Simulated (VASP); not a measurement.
VASP runs on BAs (zinc blende) share one base input (PBE GGA, plane waves, VASP's PBE PAW potentials (set 64)) and change the settings named in each case.

KPOINTS:
```
Automatic mesh
0
Gamma
9 9 9
0 0 0
```

**INCAR**
```
! general
SYSTEM   =  BAs
PREC     =  Accurate
ENCUT    =  520
LREAL    =  .False.
LASPH    =  .True.

! electronic loop
EDIFF    =  1E-6
NELM     =  100
ALGO     =  Normal
LMAXMIX  =  4

! smearing
ISMEAR   =  0
SIGMA    =  0.05

! functional
GGA      =  PE

! ions
ISIF     =  2

! output
LWAVE    =  .False.
LCHARG   =  .False.
```

**POSCAR**
```
BAs
3.379970
  0.0000000000   0.7071068678   0.7071068678
  0.7071068678   0.0000000000   0.7071068678
  0.7071068678   0.7071068678   0.0000000000
B As
1 1
Cart
  0.0000000000   0.0000000000   0.0000000000
  0.3535534339   0.3535534339   0.3535534339
```

POTCAR, in this order: B As (PBE.64 set). Program: vasp_std.

```csv
change,E(σ→0) (eV/atom),pressure (GPa),irreducible k-points
base run,-5.7034,3.15,35
KPOINTS 3×3×3 Monkhorst-Pack mesh,-5.3844,5.52,4
KPOINTS 5×5×5 Monkhorst-Pack mesh,-5.6758,3.31,10
KPOINTS 7×7×7 Monkhorst-Pack mesh,(withheld),(withheld),20
KPOINTS 9×9×9 Monkhorst-Pack mesh,-5.7034,3.15,35
```

### Question
Fill in the missing entries.

### Answer

- KPOINTS 7×7×7 Monkhorst-Pack mesh, E(σ→0) (eV/atom): -5.7005
- KPOINTS 7×7×7 Monkhorst-Pack mesh, pressure (GPa): 3.16

Left out are runs that ran out of time, are held back, or changed the cell or the kind of run, fixed moments of cells without a moment, rows past the twelfth, gaps on odd meshes, pressures of charged cells and columns that move by less than the noise.

The compound is BAs in the zinc blende structure. The cell was not relaxed at this level.
